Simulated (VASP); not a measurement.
Input:

```
CELL_PARAMETERS angstrom
      4.37848     0.00000     0.00000
      0.00000     4.37848     0.00000
      0.00000     0.00000     2.89599
ATOMIC_POSITIONS crystal
  Cr 0.00000 0.00000 0.00000
  Cr 0.50000 0.50000 0.50000
  O  0.30259 0.30259 0.00000
  O  0.80259 0.19741 0.50000
  O  0.19741 0.80259 0.50000
  O  0.69741 0.69741 0.00000
```
Starting moments (μB, in the order of the record's atoms Cr Cr O O O O): 2.1 2.1 -0.1 -0.1 -0.1 -0.1.

The numbers are results of PBE GGA, VASP's PBE PAW potentials (set 64) (plane waves; VASP), not measurements. Run with 620 eV cut-off, 7×7×11 Γ-centred mesh, first-order Methfessel-Paxton smearing of 0.10 eV, potentials Cr_pv O.

Energy and stress use the plane-wave basis of the starting cell.

**Question.** The ions, cell shape and volume at an external pressure of 20.0 GPa are relaxed. Predict the relaxed structure.

**Answer.** 
```
CELL_PARAMETERS angstrom
      4.32455     0.00000     0.00000
      0.00000     4.32455     0.00000
      0.00000     0.00000     2.87144
ATOMIC_POSITIONS crystal
  Cr 0.00000 0.00000 0.00000
  Cr 0.50000 0.50000 0.50000
  O  0.30203 0.30203 0.00000
  O  0.80203 0.19797 0.50000
  O  0.19797 0.80203 0.50000
  O  0.69797 0.69797 0.00000
```
Space group P4_2/mnm (136), at a tolerance of 0.03 Å. The cell ends with 4.00 μB, on the sites 2.05 2.05 -0.05 -0.05 -0.05 -0.05 μB.

**Question.** How do energy and volume change from the first to the last step?

**Answer.** The energy (σ→0) changes by +28.3 meV/atom and the volume by -3.3 %, in 6 ionic steps.

The compound is CrO2 in the rutile structure. This run relaxes it under an external pressure of 20 GPa. Symmetry was kept, so distortions that lower it aren't found.
